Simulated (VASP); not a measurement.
These are optB86b-vdW, VASP's PBE PAW potentials (set 64) (plane waves; VASP) values and carry that method's errors.

VASP input:

**INCAR**
```
# general
SYSTEM    =  Gd
PREC      =  Accurate
ENCUT     =  520   # plane-wave cut-off (eV)
LREAL     =  .FALSE.   # projection in real space or not
LASPH     =  .TRUE.   # aspherical one-centre terms

# electronic loop
EDIFF     =  1E-6   # SCF stop (eV)
NELM      =  100
ALGO      =  Normal
LMAXMIX   =  6

# smearing
ISMEAR    =  1   # Methfessel-Paxton
SIGMA     =  0.1   # width (eV)

# functional
GGA       =  MK
LUSE_VDW  =  .TRUE.
AGGAC     =  0.0
PARAM1    =  0.1234
PARAM2    =  1.0

# ions
IBRION    =  2
NSW       =  60   # most ionic steps
ISIF      =  3
EDIFFG    =  -0.01   # ionic stop

# output
LWAVE     =  .FALSE.
LCHARG    =  .FALSE.
```

File KPOINTS:
```
K-points
0
Gamma
  11 11 6
0 0 0
```

File POSCAR:
```
Gd
1
    1.7966773747    -3.1119362885    -0.0000000000
    1.7966773747     3.1119362885     0.0000000000
    0.0000000000     0.0000000000     5.6422584015
Gd
2
Direct
  0.3333330000   0.6666670000   0.2500000000
  0.6666670000   0.3333330000   0.7500000000
```

POTCAR, in this order: Gd_3 (PBE.64 set). Program: vasp_std.

The run wrote:

**OSZICAR**
```
       N       E                     dE             d eps       ncg     rms          rms(c)
DAV:   1     0.450936575498E+02    0.45094E+02   -0.89187E+03  1664   0.124E+03
DAV:   2    -0.228578079770E+01   -0.47379E+02   -0.46264E+02  1829   0.240E+02
DAV:   3    -0.419898718727E+01   -0.19132E+01   -0.17266E+01  2261   0.283E+01
DAV:   4    -0.424005713531E+01   -0.41070E-01   -0.39323E-01  2003   0.407E+00
DAV:   5    -0.424123087567E+01   -0.11737E-02   -0.11729E-02  2474   0.529E-01    0.232E+01
DAV:   6    -0.424980736121E+01   -0.85765E-02   -0.19545E-02  1849   0.114E+00    0.139E+01
DAV:   7    -0.426255177339E+01   -0.12744E-01   -0.36855E-02  1762   0.157E+00    0.214E-01
DAV:   8    -0.426241848640E+01    0.13329E-03   -0.20158E-03  1954   0.327E-01    0.714E-02
DAV:   9    -0.426245253504E+01   -0.34049E-04   -0.23170E-04  2013   0.108E-01    0.380E-02
DAV:  10    -0.426244897883E+01    0.35562E-05   -0.33451E-05  1904   0.414E-02    0.401E-02
DAV:  11    -0.426245146638E+01   -0.24876E-05   -0.55298E-06  1959   0.156E-02    0.189E-03
DAV:  12    -0.426245160827E+01   -0.14189E-06   -0.24090E-07   982   0.358E-03
   1 F= -.42624516E+01 E0= -.42622210E+01  d E =-.426245E+01
       N       E                     dE             d eps       ncg     rms          rms(c)
DAV:   1    -0.426275040267E+01   -0.29894E-03   -0.64291E-03  1664   0.623E-01    0.843E-02
DAV:   2    -0.426256618409E+01    0.18422E-03   -0.35099E-04  1754   0.149E-01    0.446E-02
DAV:   3    -0.426248969301E+01    0.76491E-04   -0.15039E-04  1794   0.925E-02    0.145E-02
DAV:   4    -0.426248691248E+01    0.27805E-05   -0.17604E-05  2129   0.329E-02    0.986E-03
DAV:   5    -0.426248801517E+01   -0.11027E-05   -0.13873E-06  1282   0.701E-03    0.131E-03
DAV:   6    -0.426248801999E+01   -0.48237E-08   -0.16180E-07   892   0.264E-03
   2 F= -.42624880E+01 E0= -.42622373E+01  d E =-.364117E-04
       N       E                     dE             d eps       ncg     rms          rms(c)
DAV:   1    -0.426249426477E+01   -0.62496E-05   -0.14008E-04  1664   0.921E-02    0.126E-02
DAV:   2    -0.426249019435E+01    0.40704E-05   -0.75937E-06  1714   0.219E-02    0.657E-03
DAV:   3    -0.426248850577E+01    0.16886E-05   -0.32579E-06  1680   0.136E-02    0.215E-03
DAV:   4    -0.426248850817E+01   -0.23977E-08   -0.35397E-07   867   0.511E-03
   3 F= -.42624885E+01 E0= -.42622351E+01  d E =-.368999E-04
       N       E                     dE             d eps       ncg     rms          rms(c)
DAV:   1    -0.426254069159E+01   -0.52186E-04   -0.20050E-03  1674   0.325E-01    0.306E-02
DAV:   2    -0.426251364041E+01    0.27051E-04   -0.32674E-05  1924   0.465E-02    0.185E-02
DAV:   3    -0.426250170977E+01    0.11931E-04   -0.17700E-05  2150   0.317E-02    0.788E-03
DAV:   4    -0.426250179539E+01   -0.85614E-07   -0.21058E-06  1255   0.103E-02
   4 F= -.42625018E+01 E0= -.42622416E+01  d E =-.132872E-04
```

File OUTCAR:
```
------------------------ aborting loop because EDIFF is reached ----------------------------------------
  FORCE on cell =-STRESS in cart. coord.  units (eV):
  Direction    XX          YY          ZZ          XY          YZ          ZX
  --------------------------------------------------------------------------------------
  Total       -0.0009142     -0.0009142      0.0128535      0.0000000      0.0000000      0.0000000
  in kB       -0.0232621     -0.0232621      0.3270746      0.0000000      0.0000000      0.0000000
  external PRESSURE =       0.0935168 kB  Pullay stress =       0.0000000 kB
  volume of cell :       62.96
      direct lattice vectors                 reciprocal lattice vectors
     1.794332140 -3.107874223 -0.000000000     0.278655210 -0.160881672  0.000000000
     1.794332140  3.107874223 -0.000000000     0.278655210  0.160881672  0.000000000
    -0.000000000 -0.000000000  5.645319015     0.000000000  0.000000000  0.177137908
 POSITION                                       TOTAL-FORCE (eV/Angst)
 -----------------------------------------------------------------------------------
      1.79433      1.03596      1.41133        -0.000000      0.000000      0.000000
      1.79433     -1.03596      4.23399         0.000000     -0.000000      0.000000
 -----------------------------------------------------------------------------------
    total drift:                               -0.000003      0.000111     -0.000011
  FREE ENERGIE OF THE ION-ELECTRON SYSTEM (eV)
  ---------------------------------------------------
  free  energy   TOTEN  =        -4.2625017954 eV

  energy  without entropy=       -4.2617213367  energy(sigma->0) =       -4.26224164

 reached required accuracy - stopping structural energy minimisation
```
(Selected blocks of OUTCAR.)

**CONTCAR**
```
Gd
   1.00000000000000
     1.7943321395574841   -3.1078742228968856   -0.0000000000000000
     1.7943321395574841    3.1078742228968856   -0.0000000000000000
    -0.0000000000000000   -0.0000000000000000    5.6453190152197363
  Gd
     2
Direct
     0.3333330000000032    0.6666669999999968    0.2500000000000000
     0.6666669999999968    0.3333330000000032    0.7500000000000000
```

The 4f electrons are frozen in the core of the lanthanide potential, so 4f levels, which can set the real gap, and their magnetism are missing.

The compound is Gd in the hcp structure. This run relaxes it. Symmetry was kept, so distortions that lower it aren't found. The start is the result of an earlier pass.
